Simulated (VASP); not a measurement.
Output of a VASP run:

**OSZICAR**
```
       N       E                     dE             d eps       ncg     rms          rms(c)
DAV:   1     0.284829145633E+03    0.28483E+03   -0.18398E+04  1084   0.300E+03
DAV:   2     0.102391365986E+02   -0.27459E+03   -0.26535E+03  1174   0.539E+02
DAV:   3    -0.250447667038E+02   -0.35284E+02   -0.34984E+02  1218   0.156E+02
DAV:   4    -0.264668151812E+02   -0.14220E+01   -0.14163E+01  1508   0.339E+01
DAV:   5    -0.264909681596E+02   -0.24153E-01   -0.24148E-01  1144   0.389E+00    0.107E+01
DAV:   6    -0.225682183368E+02    0.39227E+01   -0.14962E+01  1872   0.545E+01    0.318E+00
DAV:   7    -0.226974145184E+02   -0.12920E+00   -0.16300E+00  1164   0.108E+01    0.271E+00
DAV:   8    -0.227131728029E+02   -0.15758E-01   -0.27882E-01  1680   0.810E+00    0.899E-01
DAV:   9    -0.226901663677E+02    0.23006E-01   -0.11541E-01  1898   0.568E+00    0.373E-01
DAV:  10    -0.226913750925E+02   -0.12087E-02   -0.65623E-03  1206   0.854E-01    0.171E-01
DAV:  11    -0.226915563980E+02   -0.18131E-03   -0.22696E-03  1488   0.791E-01    0.382E-02
DAV:  12    -0.226915776121E+02   -0.21214E-04   -0.24516E-04  1220   0.120E-01    0.208E-02
DAV:  13    -0.226915836127E+02   -0.60006E-05   -0.64117E-05  1338   0.144E-01    0.102E-02
DAV:  14    -0.226915850708E+02   -0.14581E-05   -0.10349E-05  1244   0.286E-02    0.414E-03
DAV:  15    -0.226915849724E+02    0.98456E-07   -0.10085E-06   800   0.120E-02
   1 F= -.22691585E+02 E0= -.22691585E+02  d E =-.226916E+02
```

**OUTCAR**
```
------------------------ aborting loop because EDIFF is reached ----------------------------------------
  FORCE on cell =-STRESS in cart. coord.  units (eV):
  Direction    XX          YY          ZZ          XY          YZ          ZX
  --------------------------------------------------------------------------------------
  Total       -0.0034551     -0.0034551      0.0575964      0.0000000      0.0000000      0.0000000
  in kB       -0.1150912     -0.1150912      1.9185882      0.0000000      0.0000000      0.0000000
  external PRESSURE =       0.5628019 kB  Pullay stress =       0.0000000 kB
  volume of cell :       48.10
      direct lattice vectors                 reciprocal lattice vectors
     1.621787238 -2.809017855  0.000000000     0.308301846 -0.177998157  0.000000000
     1.621787238  2.809017855  0.000000000     0.308301846  0.177998157  0.000000000
     0.000000000  0.000000000  5.278926098     0.000000000  0.000000000  0.189432468
  FREE ENERGIE OF THE ION-ELECTRON SYSTEM (eV)
  ---------------------------------------------------
  free  energy   TOTEN  =       -22.6915849724 eV

  energy  without entropy=      -22.6915849724  energy(sigma->0) =      -22.69158497

 reached required accuracy - stopping structural energy minimisation
```
(Selected blocks of OUTCAR.)

### POSCAR
```
GaN
1
    1.6217872381    -2.8090178554     0.0000000000
    1.6217872381     2.8090178554     0.0000000000
    0.0000000000     0.0000000000     5.2789260980
Ga N
2 2
Direct
  0.6666670000   0.3333330000   0.5000311170
  0.3333330000   0.6666670000   0.0000311170
  0.6666670000   0.3333330000   0.8769688830
  0.3333330000   0.6666670000   0.3769688830
```

Write an INCAR and KPOINTS that could have produced this output.

Several could match; the one computed here: the input of the run itself, RPBE GGA, plane waves, VASP's PBE PAW potentials (set 64).

INCAR:
```
ALGO = Normal   ! blocked Davidson
ISMEAR = 0
NSW = 60   ! most ionic steps
ENCUT = 520
IBRION = 2   ! conjugate gradients
EDIFFG = -0.02
LCHARG = F
LMAXMIX = 4   ! l cut-off of mixed one-centre charges
SYSTEM = GaN
PREC = Accurate
ISIF = 3
LWAVE = F
EDIFF = 1E-6
SIGMA = 0.05
GGA = RP   ! RPBE
NELM = 100   ! most electronic steps
LREAL = F   ! projection in real space or not
LASPH = T   ! aspherical one-centre terms
```

KPOINTS:
```
Automatic mesh
0
Gamma
7 7 4
0 0 0
```

POTCAR, in this order: Ga_d N (PBE.64 set). Program: vasp_std.

The compound is GaN in the wurtzite structure. It was relaxed first, which changed the volume by +5 %. The start is the result of an earlier pass.
